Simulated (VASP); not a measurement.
VASP input:

### KPOINTS
```
Automatic mesh
0
Gamma
10 10 4
0 0 0
```

### INCAR
```
ALGO  =  Normal
EDIFF  =  1E-6
ENCUT  =  400
ISIF  =  2
ISMEAR  =  -1
LASPH  =  .TRUE.
LCHARG  =  .FALSE.
LREAL  =  .FALSE.
LWAVE  =  .FALSE.
NELM  =  100
PREC  =  Accurate
SIGMA  =  0.02
SYSTEM  =  BN
```

### POSCAR
```
BN
1
    1.2752870000    -2.2088620000     0.0000000000
    1.2752870000     2.2088620000     0.0000000000
    0.0000000000     0.0000000000     6.7838760000
B N
2 2
Direct
  0.3333330000   0.6666670000   0.2500000000
  0.6666670000   0.3333330000   0.7500000000
  0.6666670000   0.3333330000   0.2500000000
  0.3333330000   0.6666670000   0.7500000000
```

POTCAR, in this order: B N (LDA.64 set). Program: vasp_std.

Question: Write an equivalent input for Quantum ESPRESSO's pw.x.

Answer: One equivalent input (not run):
```
&CONTROL
  calculation = 'scf'
  pseudo_dir = './pseudo'
  outdir = './out'
  tprnfor = .true.
  tstress = .true.
/
&SYSTEM
  ibrav = 0
  nat = 4
  ntyp = 2
  ecutwfc = 84
  occupations = 'smearing'
  smearing = 'fermi-dirac'
  degauss = 0.00147
  input_dft = 'pz'
/
&ELECTRONS
  conv_thr = 7.3e-08
  electron_maxstep = 100
/
ATOMIC_SPECIES
  B 10.810 B.upf
  N 14.007 N.upf
CELL_PARAMETERS angstrom
     1.2752870   -2.2088620    0.0000000
     1.2752870    2.2088620    0.0000000
     0.0000000    0.0000000    6.7838760
ATOMIC_POSITIONS crystal
  B    0.3333330  0.6666670  0.2500000
  B    0.6666670  0.3333330  0.7500000
  N    0.6666670  0.3333330  0.2500000
  N    0.3333330  0.6666670  0.7500000
K_POINTS automatic
  10 10 4 0 0 0
```
Limits of the translation: the potentials are each code's own (VASP's PAW set, PseudoDojo norm-conserving files in pw.x), so ENCUT and ecutwfc are chosen apart and not converted; conv_thr bounds pw.x's estimated SCF error, while EDIFF bounds the energy change between steps.

The structure is a typed BN crystal (P6_3/mmc). The cell was not relaxed at this level.
